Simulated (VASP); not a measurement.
Calculation: PBE GGA, VASP's PBE PAW potentials (set 64) (plane waves; VASP).

VASP input:

File KPOINTS:
```
Automatic
0
gamma
 8 8 7
0 0 0
```

File KPOINTS_OPT:
```
k-points along high-symmetry lines
6
Line-mode
Reciprocal
  0.000000   0.000000   0.000000 ! GAMMA
  0.500000   0.000000   0.000000 ! M

  0.500000   0.000000   0.000000 ! M
  0.333333   0.333333   0.000000 ! K

  0.333333   0.333333   0.000000 ! K
  0.000000   0.000000   0.000000 ! GAMMA

  0.000000   0.000000   0.000000 ! GAMMA
  0.000000   0.000000   0.500000 ! A

  0.000000   0.000000   0.500000 ! A
  0.500000   0.000000   0.500000 ! L

  0.500000   0.000000   0.500000 ! L
  0.333333   0.333333   0.500000 ! H

  0.333333   0.333333   0.500000 ! H
  0.000000   0.000000   0.500000 ! A

  0.500000   0.000000   0.500000 ! L
  0.500000   0.000000   0.000000 ! M

  0.333333   0.333333   0.500000 ! H
  0.333333   0.333333   0.000000 ! K
```

### POSCAR
```
HfB2
1
    3.1326800000     0.0000000000     0.0000000000
   -1.5663400000     2.7129800000     0.0000000000
    0.0000000000     0.0000000000     3.4792100000
Hf B
1 2
Direct
  0.0000000000   0.0000000000   0.0000000000
  0.3333330000   0.6666670000   0.5000000000
  0.6666670000   0.3333330000   0.5000000000
```

**INCAR**
```
SYSTEM  =  HfB2
PREC  =  Accurate; ENCUT  =  400; LREAL  =  .FALSE.
LASPH  =  .TRUE.
EDIFF  =  1E-6; NELM  =  100; ALGO  =  Normal
LMAXMIX  =  6
ISMEAR  =  -1; SIGMA  =  0.05
GGA  =  PE
ISIF  =  2
LWAVE  =  .FALSE.; LCHARG  =  .FALSE.
```

POTCAR, in this order: Hf_pv B (PBE.64 set). Program: vasp_std.

Question: What will the output report for the number of irreducible k-points (NKPTS), largest plane-wave count, number of space-group operations, FFT grid (NGX, NGY, NGZ)?

Answer: 
```yaml
number of irreducible k-points (NKPTS): 40
largest_plane_wave_count: 545
number_of_space_group_operations: 24
FFT grid (NGX, NGY, NGZ): 20 × 20 × 24
```

The structure comes from a computed database's HfB2 entry; how it stands against other phases isn't given here. The cell was not relaxed at this level.
